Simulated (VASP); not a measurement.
RbAgI2:

```
Rb I Ag
1.0
     4.80971    0.00000    0.00000
     0.00000    4.80971    0.00000
     0.00000    0.00000    6.77995
Rb I Ag
1 2 1
Direct
  0.00000 0.00000 0.00000
  0.00000 0.00000 0.50000
  0.50000 0.50000 0.00000
  0.50000 0.50000 0.50000
```

The cell was built by a generator and needn't be a form met in nature.

Base run:

- Program: VASP 6.6.1
- Functional: PBE
- Potentials or basis: VASP PAW PBE potentials, release 64 (Rb_sv, I, Ag)
- Cutoff: 520 eV
- k mesh: 4 × 4 × 4
- Occupations: gaussian, width 0.01 eV
- Spin: no spin polarisation

Its results: band gap on the k mesh 0.97 eV, indirect (least direct gap 1.38 eV); pressure 0.5 GPa.

Problem. The run is repeated on the same cell with these changes: functional from PBE to HSE06; k mesh from 4 × 4 × 4 to 2 × 2 × 2. What comes out?

Solution. Band gap on the k mesh 2.11 eV, indirect (least direct gap 2.46 eV); pressure 0.9 GPa.

Several settings changed at once, so the effect can't be laid on one alone.

Caveats: some runs use coarse meshes; spin-orbit coupling is left out, which moves the levels of the heavy elements; the PAW data sets were made with another functional, which shifts forces and pressure a little (some runs).

A k mesh can miss the band edges.
